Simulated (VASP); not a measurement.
Output of a VASP run:

OUTCAR:
```
 ion  position               nearest neighbor table
   1  0.000  0.000  0.000-   2 2.45   2 2.45   2 2.45   2 2.45
   2  0.250  0.250  0.250-   1 2.45   1 2.45   1 2.45   1 2.45
  LATTYP: Found a face centered cubic cell.
 ALAT       =     5.6580000000
 Subroutine PRICEL returns:
 Original cell was already a primitive cell.
 Subroutine GETGRP returns: Found 48 space group operations
The static configuration has the point symmetry T_d .
 The point group associated with its full space group is O_h .
The dynamic configuration has the point symmetry T_d .
 Subroutine INISYM returns: Found 48 space group operations
 Subroutine IBZKPT returns following result:
 Found     20 irreducible k-points:

 Following reciprocal coordinates:
            Coordinates               Weight
  0.000000  0.000000  0.000000      1.000000
  0.142857  0.000000  0.000000      8.000000
  0.285714  0.000000  0.000000      8.000000
  0.428571  0.000000  0.000000      8.000000
  0.142857  0.142857  0.000000      6.000000
  0.285714  0.142857  0.000000     24.000000
  0.428571  0.142857  0.000000     24.000000
 -0.428571  0.142857  0.000000     24.000000
 -0.285714  0.142857  0.000000     24.000000
 -0.142857  0.142857  0.000000     12.000000
  0.285714  0.285714  0.000000      6.000000
  0.428571  0.285714  0.000000     24.000000
 -0.428571  0.285714  0.000000     24.000000
 -0.285714  0.285714  0.000000     12.000000
  0.428571  0.428571  0.000000      6.000000
 -0.428571  0.428571  0.000000     12.000000
  0.428571  0.285714  0.142857     24.000000
 -0.428571  0.285714  0.142857     48.000000
 -0.428571  0.428571  0.142857     24.000000
 -0.285714  0.428571  0.142857     24.000000
   k-points           NKPTS =     20   k-points in BZ     NKDIM =     20   number of bands    NBANDS=     18
   number of dos      NEDOS =    301   number of ions     NIONS =      2
   total plane-waves  NPLWV =  27000
   dimension x,y,z NGX =    30 NGY =   30 NGZ =   30
   dimension x,y,z NGXF=    60 NGYF=   60 NGZF=   60
   ions per type =               2
   PREC   = accura    normal or accurate (medium, high low for compatibility)
   ISTART =      0    job   : 0-new  1-cont  2-samecut
   ICHARG =      2    charge: 1-file 2-atom 10-const
   ISPIN  =      1    spin polarized calculation?
   LNONCOLLINEAR =      F non collinear calculations
   LSORBIT =      F    spin-orbit coupling
   INIWAV =      1    electr: 0-lowe 1-rand  2-diag
   ENCUT  =  520.0 eV  38.22 Ry    6.18 a.u.   7.44  7.44  7.44*2*pi/ulx,y,z
   NELM   =    100;   NELMIN=  2; NELMDL= -5     # of ELM steps
   EDIFF  = 0.1E-05   stopping-criterion for ELM
   LREAL  =      F    real-space projection
   NLSPLINE    = F    spline interpolate recip. space projectors
   LMAXMIX     =    4 max onsite mixed and CHGCAR
   VOSKOWN=      0    Vosko Wilk Nusair interpolation
   EDIFFG = -.1E-01   stopping-criterion for IOM
   NSW    =     60    number of steps for IOM
   NBLOCK =      1;   KBLOCK =     60    inner block; outer block
   IBRION =      2    ionic relax: 0-MD 1-quasi-New 2-CG
   NFREE  =      1    steps in history (QN), initial steepest desc. (CG)
   ISIF   =      3    stress and relaxation
   ISYM   =      2    0-nonsym 1-usesym 2-fastsym
   TEIN   =    0.0    initial temperature
   TEBEG  =    0.0;   TEEND  =   0.0 temperature during run
   SMASS  =  -3.00    Nose mass-parameter (am)
   PSTRESS=    0.0 pullay stress
   NELECT =      28.0000    total number of electrons
   EFERMI =   0.00;   METHOD = LEGACY
   ISMEAR =     0;   SIGMA  =   0.05  broadening in eV -4-tet -1-fermi 0-gaus
   IALGO  =     38    algorithm
   LDIAG  =      T    sub-space diagonalisation (order eigenvalues)
   IMIX   =      4    mixing-type and parameters
     AMIX     =   0.40;   BMIX     =  1.00
     AMIX_MAG =   1.60;   BMIX_MAG =  1.00
     AMIN     =   0.10
   GGA     = PE    functional components
   VOSKOWN =     0    Vosko Wilk Nusair interpolation
   LHFCALC =     F    Hartree Fock is set to
...
```

### OSZICAR
```
...
DAV:   8    -0.898844773159E+01   -0.18397E-02   -0.71087E-03   818   0.127E+00    0.629E-02
DAV:   9    -0.898845413123E+01   -0.63996E-05   -0.22446E-04   920   0.287E-01    0.198E-02
DAV:  10    -0.898847626022E+01   -0.22129E-04   -0.11651E-04   808   0.190E-01    0.701E-03
DAV:  11    -0.898847729719E+01   -0.10370E-05   -0.13962E-05   882   0.727E-02    0.158E-03
DAV:  12    -0.898847748082E+01   -0.18363E-06   -0.52025E-07   462   0.118E-02
   1 F= -.93300609E+01 E0= -.93299424E+01  d E =-.933006E+01
       N       E                     dE             d eps       ncg     rms          rms(c)
DAV:   1    -0.989660383315E+01   -0.90813E+00   -0.13612E+01   954   0.823E+01    0.545E+00
DAV:   2    -0.924248165342E+01    0.65412E+00   -0.87854E-01   932   0.186E+01    0.277E+00
DAV:   3    -0.902920165934E+01    0.21328E+00   -0.40667E-01   940   0.115E+01    0.581E-01
DAV:   4    -0.901487633144E+01    0.14325E-01   -0.39150E-02   898   0.410E+00    0.192E-01
DAV:   5    -0.901472874469E+01    0.14759E-03   -0.19080E-03   904   0.724E-01    0.113E-01
DAV:   6    -0.901470921019E+01    0.19535E-04   -0.26348E-04   912   0.329E-01    0.391E-03
DAV:   7    -0.901471052991E+01   -0.13197E-05   -0.16363E-05   908   0.660E-02    0.476E-03
DAV:   8    -0.901471090934E+01   -0.37943E-06   -0.51291E-06   866   0.462E-02
   2 F= -.93437339E+01 E0= -.93435379E+01  d E =-.136730E-01
       N       E                     dE             d eps       ncg     rms          rms(c)
DAV:   1    -0.907100532680E+01   -0.56295E-01   -0.81415E-01   952   0.182E+01    0.142E+00
DAV:   2    -0.902787181181E+01    0.43134E-01   -0.62111E-02   934   0.518E+00    0.706E-01
DAV:   3    -0.901429539276E+01    0.13576E-01   -0.22697E-02   940   0.275E+00    0.173E-01
DAV:   4    -0.901335786492E+01    0.93753E-03   -0.26704E-03   922   0.107E+00    0.366E-02
DAV:   5    -0.901333096969E+01    0.26895E-04   -0.18963E-04   798   0.267E-01    0.250E-02
DAV:   6    -0.901333313818E+01   -0.21685E-05   -0.12782E-05   888   0.712E-02    0.854E-04
DAV:   7    -0.901333363961E+01   -0.50143E-06   -0.72239E-07   412   0.154E-02
   3 F= -.93454233E+01 E0= -.93452977E+01  d E =-.153624E-01
       N       E                     dE             d eps       ncg     rms          rms(c)
DAV:   1    -0.901504170689E+01   -0.17086E-02   -0.34475E-02   952   0.382E+00    0.291E-01
DAV:   2    -0.901322970416E+01    0.18120E-02   -0.25624E-03   932   0.105E+00    0.145E-01
DAV:   3    -0.901265785385E+01    0.57185E-03   -0.97832E-04   940   0.571E-01    0.347E-02
DAV:   4    -0.901262329475E+01    0.34559E-04   -0.11654E-04   914   0.226E-01    0.734E-03
DAV:   5    -0.901262183344E+01    0.14613E-05   -0.89665E-06   736   0.587E-02    0.528E-03
DAV:   6    -0.901262227730E+01   -0.44386E-06   -0.60294E-07   372   0.165E-02
   4 F= -.93453531E+01 E0= -.93452333E+01  d E =-.152922E-01
       N       E                     dE             d eps       ncg     rms          rms(c)
DAV:   1    -0.901352126443E+01   -0.89943E-03   -0.77964E-03   952   0.183E+00    0.137E-01
DAV:   2    -0.901311899933E+01    0.40227E-03   -0.56997E-04   932   0.492E-01    0.686E-02
DAV:   3    -0.901298911598E+01    0.12988E-03   -0.22097E-04   940   0.271E-01    0.163E-02
DAV:   4    -0.901297748951E+01    0.11626E-04   -0.26225E-05   906   0.107E-01    0.346E-03
DAV:   5    -0.901297747884E+01    0.10664E-07   -0.18760E-06   370   0.281E-02
   5 F= -.93454047E+01 E0= -.93452825E+01  d E =-.153438E-01
```

### OUTCAR
```
------------------------ aborting loop because EDIFF is reached ----------------------------------------
 Edisp (eV)   -0.33243
  FORCE on cell =-STRESS in cart. coord.  units (eV):
  Direction    XX          YY          ZZ          XY          YZ          ZX
  --------------------------------------------------------------------------------------
  Total      -0.00090    -0.00090    -0.00090    -0.00000    -0.00000     0.00000
  in kB      -0.03055    -0.03055    -0.03055    -0.00000    -0.00000     0.00000
  external pressure =       -0.03 kB  Pullay stress =        0.00 kB
  volume of cell :       47.08
      direct lattice vectors                 reciprocal lattice vectors
     0.000000000  2.865889488  2.865889488    -0.174465904  0.174465904  0.174465904
     2.865889488 -0.000000000  2.865889488     0.174465904 -0.174465904  0.174465904
     2.865889488  2.865889488  0.000000000     0.174465904  0.174465904 -0.174465904
 POSITION                                       TOTAL-FORCE (eV/Angst)
 -----------------------------------------------------------------------------------
      0.00000      0.00000      0.00000         0.000000      0.000000      0.000000
      1.43294      1.43294      1.43294        -0.000000     -0.000000     -0.000000
 -----------------------------------------------------------------------------------
    total drift:                                0.000000      0.000000      0.000000
  FREE ENERGIE OF THE ION-ELECTRON SYSTEM (eV)
  ---------------------------------------------------
  free  energy   TOTEN  =        -9.3454046567 eV

  energy  without entropy=       -9.3451602485  energy(sigma->0) =       -9.34528245

 reached required accuracy - stopping structural energy minimisation
```
(Selected blocks of OUTCAR.)

POSCAR:
```
Ge
1
    0.0000000000     2.8290000000     2.8290000000
    2.8290000000     0.0000000000     2.8290000000
    2.8290000000     2.8290000000     0.0000000000
Ge
2
Direct
  0.0000000000   0.0000000000   0.0000000000
  0.2500000000   0.2500000000   0.2500000000
```

Reconstruct the remaining input files.

This is not unique; one that fits is the input of the run itself, PBE GGA with D3 dispersion (zero damping), plane waves, VASP's PBE PAW potentials (set 64).

File KPOINTS:
```
K-points
0
G
  7 7 7
0 0 0
```

### INCAR
```
! general
SYSTEM  = Ge
PREC    = Accurate
ENCUT   = 520
LREAL   = .FALSE.
LASPH   = .TRUE.

! electronic loop
EDIFF   = 1E-6
NELM    = 100
ALGO    = Normal
LMAXMIX = 4

! smearing
ISMEAR  = 0
SIGMA   = 0.05

! functional
GGA     = PE
IVDW    = 11

! ions
IBRION  = 2
NSW     = 60
ISIF    = 3
EDIFFG  = -0.01

! output
LWAVE   = .FALSE.
LCHARG  = .FALSE.
```

POTCAR, in this order: Ge_d (PBE.64 set). Program: vasp_std.

Energy and stress use the plane-wave basis of the starting cell.

The compound is Ge in the diamond structure. This run relaxes it. Symmetry was kept, so distortions that lower it aren't found.
